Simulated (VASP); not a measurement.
# Ho: phonons from a supercell

How does the lattice of Ho vibrate? The start is a cell from a database of measured crystal structures.

Main program and level: VASP 6.6.1; LDA, 4f electrons in the core; plane waves and PAW (Ho_3).

## 1. The starting structure

Symmetry: P6_3/mmc, No. 194, hexagonal system. The conventional cell has a = 3.577 Å, b = 3.577 Å, c = 5.616 Å, α = 90.00°, β = 90.00°, γ = 120.00°. Nearest to Ho lie 12 Ho at 3.49 to 3.58 Å.

Structure file:

```
Ho
1.0
     3.57730    0.00000    0.00000
    -1.78865    3.09803    0.00000
     0.00000    0.00000    5.61580
Ho
2
Cartesian
  1.7887 1.0327 4.2119
  0.0000 2.0654 1.4040
```

## 2. Relax the host

Cell and atoms are relaxed first, so that later runs start from this functional's own cell.

INCAR reads:

```
SYSTEM = Ho
PREC = Accurate
ENCUT = 350
EDIFF = 1E-06
NELM = 120
ISMEAR = 1
SIGMA = 0.15
LREAL = .FALSE.
ALGO = Normal
GGA = CA
NBANDS = 15
LASPH = .TRUE.
LORBIT = 11
LWAVE = .FALSE.
LCHARG = .FALSE.
KPAR = 4
IBRION = 2
NSW = 40
ISIF = 3
EDIFFG = -0.02
POTIM = 0.4
```

POSCAR reads:

```
Ho
1.0
    3.5773000000      0.0000000000      0.0000000000
   -1.7886500000      3.0980326770      0.0000000000
    0.0000000000      0.0000000000      5.6158000000
Ho
2
Direct
    0.6666666667      0.3333333333      0.7500000000
    0.3333333333      0.6666666667      0.2500000000
```

KPOINTS reads:

```
Automatic mesh
0
Gamma
11 11 6
0 0 0
```

Potentials, in the order of the species: Ho_3 (PBE family, release 64).

The run is started by

```
$ mpirun -np 4 vasp_std
```

The program printed:

```text
[banner, memory and clock lines left out]
running    4 mpi-ranks, on    1 nodes
 distrk:  each k-point on    1 cores,    4 groups
 distr:  one band on    1 cores,    1 groups

 POSCAR found type information on POSCAR Ho
 POSCAR found :  1 types and       2 ions
|                                                                             |
|               ----> ADVICE to this user running VASP <----                  |
|                                                                             |
|     You enforced a specific xc type in the INCAR file but a different       |
|     [... a line on the potential file left out ...]
|     I HOPE YOU KNOW WHAT YOU ARE DOING!                                     |
|                                                                             |

 LDA part: xc-table for (Slater(with rela. corr.)+CA(PZ))
 , standard interpolation
 POSCAR, INCAR and KPOINTS ok, starting setup
 FFT: planning ... GRIDC
 FFT: planning ... GRID_SOFT
 FFT: planning ... GRID
 WAVECAR not read
 entering main loop
       N       E                     dE             d eps       ncg     rms          rms(c)
DAV:   1     0.474329660881E+02    0.47433E+02   -0.70675E+03  2295   0.859E+02
DAV:   2    -0.797808284987E+01   -0.55411E+02   -0.53827E+02  3047   0.357E+02
DAV:   3    -0.102321833968E+02   -0.22541E+01   -0.21710E+01  3308   0.479E+01
DAV:   4    -0.102740162181E+02   -0.41833E-01   -0.41701E-01  2942   0.675E+00
DAV:   5    -0.102748849037E+02   -0.86869E-03   -0.86822E-03  3339   0.108E+00    0.231E+01
DAV:   6    -0.102626316866E+02    0.12253E-01   -0.31989E-02  3257   0.198E+00    0.137E+01
DAV:   7    -0.102668475903E+02   -0.42159E-02   -0.56603E-02  3265   0.268E+00    0.304E-01
DAV:   8    -0.102662576565E+02    0.58993E-03   -0.38995E-03  2953   0.603E-01    0.554E-02
DAV:   9    -0.102662670063E+02   -0.93497E-05   -0.24302E-04  3012   0.155E-01    0.292E-02
DAV:  10    -0.102662639093E+02    0.30969E-05   -0.18212E-05  3241   0.413E-02    0.231E-02
DAV:  11    -0.102662639389E+02   -0.29561E-07   -0.56059E-07  1982   0.804E-03
   1 F= -.10266264E+02 E0= -.10267315E+02  d E =-.102663E+02
 curvature:   0.00 expect dE= 0.000E+00 dE for cont linesearch  0.000E+00
 trial: gam= 0.00000 g(F)=  0.413E-50 g(S)=  0.160E+00 ort = 0.000E+00 (trialstep = 0.100E+01)
 search vector abs. value=  0.160E+00
 bond charge predicted
       N       E                     dE             d eps       ncg     rms          rms(c)
DAV:   1    -0.109406957312E+02   -0.67443E+00   -0.10582E+01  2806   0.288E+01    0.447E+00
DAV:   2    -0.105450631130E+02    0.39563E+00   -0.10403E+00  2747   0.113E+01    0.209E+00
DAV:   3    -0.103530558392E+02    0.19201E+00   -0.45939E-01  3055   0.747E+00    0.851E-01
DAV:   4    -0.103537496117E+02   -0.69377E-03   -0.23990E-02  3043   0.156E+00    0.635E-01
DAV:   5    -0.103533968778E+02    0.35273E-03   -0.27019E-03  3012   0.506E-01    0.530E-02
DAV:   6    -0.103533230718E+02    0.73806E-04   -0.23319E-04  3428   0.171E-01    0.330E-02
DAV:   7    -0.103533098968E+02    0.13175E-04   -0.30921E-05  2961   0.507E-02    0.419E-03
DAV:   8    -0.103533099098E+02   -0.13079E-07   -0.15533E-06  2174   0.172E-02
   2 F= -.10353310E+02 E0= -.10353895E+02  d E =-.870460E-01
 trial-energy change:   -0.087046  1 .order   -0.083843   -0.160224   -0.007461
 step:   1.0432(harm=  1.0488)  dis= 0.00000  next Energy=   -10.353471 (dE=-0.872E-01)
 bond charge predicted
       N       E                     dE             d eps       ncg     rms          rms(c)
DAV:   1    -0.103545810402E+02   -0.12711E-02   -0.19809E-02  2852   0.119E+00    0.200E-01
DAV:   2    -0.103538412721E+02    0.73977E-03   -0.19924E-03  2864   0.520E-01    0.921E-02
DAV:   3    -0.103534726430E+02    0.36863E-03   -0.83618E-04  3125   0.325E-01    0.351E-02
DAV:   4    -0.103534732664E+02   -0.62336E-06   -0.45889E-05  2917   0.687E-02    0.265E-02
DAV:   5    -0.103534729805E+02    0.28591E-06   -0.50157E-06  2814   0.249E-02
   3 F= -.10353473E+02 E0= -.10354036E+02  d E =-.872090E-01
 curvature:  -0.52 expect dE=-0.695E-05 dE for cont linesearch -0.226E-05
 trial: gam=-0.00513 g(F)=  0.413E-50 g(S)=  0.134E-04 ort = 0.836E-03 (trialstep = 0.101E+01)
 search vector abs. value=  0.908E-05
 reached required accuracy - stopping structural energy minimisation
```

It took 10 s on 4 MPI ranks of AMD EPYC 9R45, shared host; peak memory 0.54 GiB; 38 s of CPU time.

Lines that name or quote the potential files are left out of all logs, and their timing lines are given in words.

OUTCAR, selected parts (step 2):

```text
ion  position               nearest neighbor table
   1  0.667  0.333  0.750-   2 3.49   2 3.49   2 3.49   2 3.49   2 3.49   2 3.49
   2  0.333  0.667  0.250-   1 3.49   1 3.49   1 3.49   1 3.49   1 3.49   1 3.49

  LATTYP: Found a hexagonal cell.
 ALAT       =     3.5773000000
 C/A-ratio  =     1.5698431778

 Subroutine GETGRP returns: Found 24 space group operations
 (whereof 12 operations were pure point group operations)

The static configuration has the point symmetry D_3d.
 The point group associated with its full space group is D_6h.

 Found     64 irreducible k-points:

   k-points           NKPTS =     64   k-points in BZ     NKDIM =     64   number of bands    NBANDS=     15

   dimension x,y,z NGX =    24 NGY =   24 NGZ =   36
   dimension x,y,z NGXF=    48 NGYF=   48 NGZF=   72

   ENCUT  =  350.0 eV  25.72 Ry    5.07 a.u.   5.46  5.46  8.57*2*pi/ulx,y,z

   NELECT =      18.0000    total number of electrons

 k-points in reciprocal lattice and weights: Automatic mesh
   0.00000000  0.00000000  0.00000000       0.001
   0.09090909  0.00000000  0.00000000       0.008
   0.18181818 -0.00000000  0.00000000       0.008
   0.27272727 -0.00000000  0.00000000       0.008
   0.36363636 -0.00000000  0.00000000       0.008
   0.45454545  0.00000000  0.00000000       0.008
   0.09090909  0.09090909  0.00000000       0.008
   0.18181818  0.09090909  0.00000000       0.017
   0.27272727  0.09090909  0.00000000       0.017
[...]
0.27272727  0.27272727  0.50000000       0.008
   0.36363636  0.27272727  0.50000000       0.008

 average (electrostatic) potential at core
       1 -32.9118       2 -32.9118

 E-fermi :   3.2548

 k-point     1 :       0.0000    0.0000    0.0000
  band No.  band energies     occupation
    ...
      4     -19.9746      2.00000
      5     -19.9746      2.00000
      6     -19.9088      2.00000
      7      -2.2484      2.00000
      8       0.8015      2.00000
      9       4.9387     -0.00000
     10       5.0910     -0.00000
     11       5.0910     -0.00000
     12       5.5693     -0.00000
     13       5.9013     -0.00000
    ...

 k-point     2 :       0.0909    0.0000    0.0000
  band No.  band energies     occupation
    ...
      4     -20.0266      2.00000
      5     -19.9804      2.00000
      6     -19.9205      2.00000
      7      -2.0249      2.00000
      8       1.0161      2.00000
      9       4.5956     -0.00000
     10       4.6141     -0.00000
     11       5.3031     -0.00000
     12       5.6444     -0.00000
     13       5.9462     -0.00000
    ...

 k-point     3 :       0.1818   -0.0000    0.0000
  band No.  band energies     occupation
    ...
      4     -20.1609      2.00000
      5     -19.9975      2.00000
      6     -19.9557      2.00000
      7      -1.3986      2.00000
      8       1.5617      2.00000
      9       3.8579     -0.00000
     10       3.8963     -0.00000
     11       5.1268     -0.00000
     12       5.7372     -0.00000
     13       5.7401     -0.00000
    ...

  Total       -0.0180959     -0.0180959      0.0064202      0.0000000      0.0000000      0.0000000
  in kB       -0.5156863     -0.5156863      0.1829577      0.0000000      0.0000000      0.0000000
  external PRESSURE =      -0.2828049 kB  Pullay stress =       0.0000000 kB

  energy-cutoff  :      350.00
  volume of cell :       56.22
      direct lattice vectors                 reciprocal lattice vectors
     3.466889239  0.000000000  0.000000000     0.288443019  0.166532655  0.000000000
    -1.733444619  3.002414153  0.000000000     0.000000000  0.333065310  0.000000000
     0.000000000 -0.000000000  5.401266112     0.000000000 -0.000000000  0.185141776

 POSITION                                       TOTAL-FORCE (eV/Angst)
 -----------------------------------------------------------------------------------
      1.73344      1.00080      4.05095         0.000000     -0.000000      0.000000
     -0.00000      2.00161      1.35032        -0.000000      0.000000      0.000000
 -----------------------------------------------------------------------------------
    total drift:                               -0.000000      0.000000     -0.000000

  FREE ENERGIE OF THE ION-ELECTRON SYSTEM (eV)
  ---------------------------------------------------
  free  energy   TOTEN  =       -10.3534729805 eV

  energy  without entropy=      -10.3551610546  energy(sigma->0) =      -10.35403567

 reached required accuracy - stopping structural energy minimisation

 total charge
# of ion       s       p       d       tot
------------------------------------------
    1        0.509   6.483   1.233   8.226
    2        0.509   6.483   1.233   8.226
--------------------------------------------------
tot          1.019  12.967   2.467  16.453

[... 3 further parts left out ...]
```

The data set Ho_3 holds the 4f electrons frozen in the core, so no f bands or f moments appear. The k-mesh is coarse for a metal. The PAW data sets were made with PBE, a small mismatch for LDA. After so large a change of volume the plane waves of the start cell no longer fit, so the final stress carries a basis-set error. The run keeps the 24 symmetry operations of its start, so it cannot find a distortion of lower symmetry.

Relaxation path:

| step | energy less that of the first step (eV) | largest force (eV/Å) | pressure (GPa) | volume (Å³) |
| --- | --- | --- | --- | --- |
| 1 | 0.0000 | 0.0000 | -4.26 | 62.24 |
| 2 | -0.0870 | 0.0000 | -0.22 | 56.46 |
| 3 | -0.0872 | 0.0000 | -0.03 | 56.22 |

| conventional cell, symmetrised | before | after | change |
| --- | --- | --- | --- |
| a (Å) | 3.577 | 3.467 | -3.1 % |
| b (Å) | 3.577 | 3.467 | -3.1 % |
| c (Å) | 5.616 | 5.401 | -3.8 % |
| volume (Å³/atom) | 31.12 | 28.11 | -9.7 % |

Final coordinates:

```cif
data_structure
_symmetry_space_group_name_H-M 'P 1'
_symmetry_Int_Tables_number 1
_cell_length_a 3.4669
_cell_length_b 3.4669
_cell_length_c 5.4013
_cell_angle_alpha 90.000
_cell_angle_beta 90.000
_cell_angle_gamma 120.000
_cell_volume 56.22
loop_
_atom_site_label
_atom_site_type_symbol
_atom_site_fract_x
_atom_site_fract_y
_atom_site_fract_z
_atom_site_occupancy
Ho1 Ho 0.66667 0.33333 0.75000 1
Ho2 Ho 0.33333 0.66667 0.25000 1
```

This step gave:

| Item | Value |
| --- | --- |
| electronic cycles | 24 |
| electrons | 18 |
| free energy (TOTEN) | -10.35 eV |
| energy at zero smearing | -10.35 eV |
| Fermi energy | 3.255 eV |
| pressure | -0.02828 GPa |
| labelled metallic, from the levels on this mesh | yes |

The run ended after 3 ionic steps, 0.087 eV below its first step, once forces and stress met EDIFFG = -0.02.

## 3. Relax the host again, on a new basis

The volume changed by more than 5 %, so the plane waves of the start no longer fit; a second relaxation removes that error.

INCAR, as its differences from that of step 2:

```diff
@@ -17,3 +17,3 @@
 IBRION = 2
-NSW = 40
+NSW = 30
 ISIF = 3
```

POSCAR reads:

```
Ho
1.0
    3.4668892387      0.0000000000      0.0000000000
   -1.7334446193      3.0024141528      0.0000000000
    0.0000000000      0.0000000000      5.4012661116
Ho
2
Direct
    0.6666666667      0.3333333333      0.7500000000
    0.3333333333      0.6666666667      0.2500000000
```

KPOINTS is that of step 2.

The run is started by

```
$ mpirun -np 4 vasp_std
```

The program printed:

```text
[banner, memory and clock lines left out]
running    4 mpi-ranks, on    1 nodes
 distrk:  each k-point on    1 cores,    4 groups
 distr:  one band on    1 cores,    1 groups

 POSCAR found type information on POSCAR Ho
 POSCAR found :  1 types and       2 ions
 [... a notice as in an earlier step ...]

 LDA part: xc-table for (Slater(with rela. corr.)+CA(PZ))
 , standard interpolation
 POSCAR, INCAR and KPOINTS ok, starting setup
 FFT: planning ... GRIDC
 FFT: planning ... GRID_SOFT
 FFT: planning ... GRID
 WAVECAR not read
 entering main loop
       N       E                     dE             d eps       ncg     rms          rms(c)
DAV:   1     0.486478147186E+02    0.48648E+02   -0.69916E+03  2326   0.869E+02
DAV:   2    -0.814971803116E+01   -0.56798E+02   -0.54879E+02  3073   0.363E+02
DAV:   3    -0.103080814941E+02   -0.21584E+01   -0.20678E+01  3216   0.484E+01
DAV:   4    -0.103430016796E+02   -0.34920E-01   -0.34484E-01  2915   0.630E+00
DAV:   5    -0.103436379723E+02   -0.63629E-03   -0.63597E-03  3236   0.998E-01    0.248E+01
DAV:   6    -0.103435242813E+02    0.11369E-03   -0.27123E-02  3243   0.196E+00    0.148E+01
DAV:   7    -0.103534794645E+02   -0.99552E-02   -0.48409E-02  3223   0.266E+00    0.343E-01
DAV:   8    -0.103530056751E+02    0.47379E-03   -0.31484E-03  2890   0.550E-01    0.600E-02
DAV:   9    -0.103530113784E+02   -0.57034E-05   -0.21934E-04  3034   0.150E-01    0.287E-02
DAV:  10    -0.103530085455E+02    0.28329E-05   -0.14778E-05  3261   0.363E-02    0.215E-02
DAV:  11    -0.103530086437E+02   -0.98181E-07   -0.40907E-07  1933   0.683E-03
   1 F= -.10353009E+02 E0= -.10353571E+02  d E =-.103530E+02
 curvature:   0.00 expect dE= 0.000E+00 dE for cont linesearch  0.000E+00
 trial: gam= 0.00000 g(F)=  0.825E-49 g(S)=  0.677E-05 ort = 0.000E+00 (trialstep = 0.100E+01)
 search vector abs. value=  0.677E-05
 reached required accuracy - stopping structural energy minimisation
```

Run time: 5 s. Hardware: 4 MPI ranks; peak memory 0.49 GiB.

OUTCAR, selected parts (step 3):

```text
  LATTYP: Found a hexagonal cell.
 ALAT       =     3.4668892387
 C/A-ratio  =     1.5579575059

 Found     64 irreducible k-points:

   ENCUT  =  350.0 eV  25.72 Ry    5.07 a.u.   5.29  5.29  8.24*2*pi/ulx,y,z

   NELECT =      18.0000    total number of electrons

 E-fermi :   3.2547

 k-point     1 :       0.0000    0.0000    0.0000
  band No.  band energies     occupation
    ...
      4     -19.9757      2.00000
      5     -19.9757      2.00000
      6     -19.9100      2.00000
      7      -2.2484      2.00000
      8       0.8015      2.00000
      9       4.9386     -0.00000
     10       5.0908     -0.00000
     11       5.0908     -0.00000
     12       5.5690     -0.00000
     13       5.9010     -0.00000
    ...

 k-point     2 :       0.0909    0.0000    0.0000
  band No.  band energies     occupation
    ...
      4     -20.0277      2.00000
      5     -19.9815      2.00000
      6     -19.9217      2.00000
      7      -2.0248      2.00000
      8       1.0161      2.00000
      9       4.5954     -0.00000
     10       4.6140     -0.00000
     11       5.3029     -0.00000
     12       5.6441     -0.00000
     13       5.9460     -0.00000
    ...

  Total       -0.0066538     -0.0066538      0.0161888     -0.0000000      0.0000000     -0.0000000
  in kB       -0.1896148     -0.1896148      0.4613368     -0.0000000      0.0000000     -0.0000000
  external PRESSURE =       0.0273691 kB  Pullay stress =       0.0000000 kB

  energy-cutoff  :      350.00
  volume of cell :       56.22
      direct lattice vectors                 reciprocal lattice vectors
     3.466889239  0.000000000  0.000000000     0.288443019  0.166532655  0.000000000
    -1.733444619  3.002414153  0.000000000     0.000000000  0.333065310  0.000000000
     0.000000000  0.000000000  5.401266112     0.000000000  0.000000000  0.185141776

 POSITION                                       TOTAL-FORCE (eV/Angst)
 -----------------------------------------------------------------------------------
      1.73344      1.00080      4.05095         0.000000      0.000000      0.000000
     -0.00000      2.00161      1.35032        -0.000000      0.000000      0.000000
 -----------------------------------------------------------------------------------
    total drift:                                0.000000     -0.000000      0.000000

  FREE ENERGIE OF THE ION-ELECTRON SYSTEM (eV)
  ---------------------------------------------------
  free  energy   TOTEN  =       -10.3530086437 eV

  energy  without entropy=      -10.3546970824  energy(sigma->0) =      -10.35357146

 total charge
# of ion       s       p       d       tot
------------------------------------------
    1        0.509   6.483   1.234   8.227
    2        0.509   6.483   1.234   8.227
--------------------------------------------------
tot          1.019  12.967   2.467  16.453

[... 5 parts as in an earlier step ...]

[... 7 further parts left out ...]
```

CONTCAR:

```
Ho
   1.00000000000000
     3.4668892386999999    0.0000000000000000    0.0000000000000000
    -1.7334446192999999    3.0024141528000001    0.0000000000000000
     0.0000000000000000    0.0000000000000000    5.4012661116000000
  Ho
     2
Direct
     0.6666666667000030    0.3333333332999970    0.7500000000000000
     0.3333333332999970    0.6666666667000030    0.2500000000000000
```

Little changed from the start: no atom moved by 0.005 Å and no cell edge by 0.1 %.

Numbers from this step:

```yaml
electronic_cycles: 11
pressure: 0.002737 GPa
```

The start already met the threshold, so nothing moved.

[end of part 1 of 4]

[Lines on the potential files, build, host, timing and source positions are cut from VASP's logs without a mark.]

[Logs are printed without paths, hosts, clocks, repeated set-up lines and the standing remarks that a program may print on its own settings, such as how far it seeks lower states.]

[Hosts, paths, dates, database ids (printed as entryN), source tags and the programs' standing remarks are cut or masked in the printed files.]

[Runs that stopped without an error message from VASP are left out.]
